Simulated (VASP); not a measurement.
Mg2CdS3:

```
Mg Cd S
1.0
    -2.55585    3.61145    3.74951
     2.55585   -3.61145    3.74951
     2.55585    3.61145   -3.74951
Mg Cd S
2 1 3
Direct
  0.15379 0.15379 0.00000
  0.84621 0.84621 0.00000
  0.00000 0.50000 0.50000
  0.31496 0.50000 0.81496
  0.68504 0.50000 0.18504
  0.50000 0.00000 0.50000
```

The cell was built by a generator and needn't be a form met in nature.

| Property | Result |
| --- | --- |
| Program | VASP 6.6.1 |
| Task | relaxation of cell and atoms |
| Functional | PBE |
| Potentials or basis | VASP PAW PBE potentials, release 64 (Mg, Cd, S) |
| Cutoff | 520 eV |
| k mesh | 4 × 4 × 4 |
| Occupations | gaussian, width 0.15 eV |
| Spin | no spin polarisation |

At the start: pressure 4.2 GPa; volume 23.07 Å³/atom.

Problem. Where does the relaxation end?

Solution. Over 24 steps the energy falls by 553.6 meV/atom and the volume is 22.98 Å³/atom (-0.4 %); space group Immm (No. 71, to 0.05 Å).

The path:
```
step  energy change (eV)  largest force (eV/Å)  pressure (GPa)  volume (Å³)
   1              0.0000                4.5523            4.24       138.44
   2             -1.6128                1.8742           -2.48       150.87
   3             -1.8527                1.2461           -3.81       156.25
   4             -1.8876                1.2705           -4.20       167.24
   5             -1.9355                0.9537           -4.25       162.26
   6             -2.4410                1.7401           -0.32       147.10
   7             -2.4482                1.8990            0.55       145.19
   8             -2.8773                0.9452            0.61       139.85
   9             -3.0161                0.5466            0.82       136.04
  10             -2.9228                1.4740            2.49       128.23
  11             -3.0408                0.8802            1.18       133.59
  12             -3.1587                0.7187           -0.12       136.35
  13             -3.2107                0.5111           -1.53       139.90
  14             -3.2533                0.1953            0.45       135.95
  15             -3.2595                0.1002            0.00       136.95
  16             -3.2852                0.0172            0.22       136.79
  17             -3.2976                0.0761            0.58       136.47
  18             -3.3021                0.2016           -0.55       139.26
  19             -3.3050                0.1373           -0.13       138.15
  20             -3.3104                0.1065           -0.15       137.93
  21             -3.3158                0.0462           -0.01       137.32
  22             -3.3183                0.0177            0.18       137.11
  23             -3.3187                0.0477            0.35       136.95
  24             -3.3216                0.0668            0.09       137.91
```

Final structure:
```
CELL_PARAMETERS angstrom
-2.36903 4.43521 3.28126
2.36903 -4.43521 3.28126
2.36903 4.43521 -3.28126
ATOMIC_POSITIONS crystal
Mg 0.28004 0.28004 0.00000
Mg 0.71996 0.71996 0.00000
Cd 0.00000 0.50000 0.50000
S 0.26791 0.50000 0.76791
S 0.73209 0.50000 0.23209
S 0.50000 0.00000 0.50000
```

Caveat: the k mesh is coarse (spacing up to 0.38 Å⁻¹), so the values aren't converged.
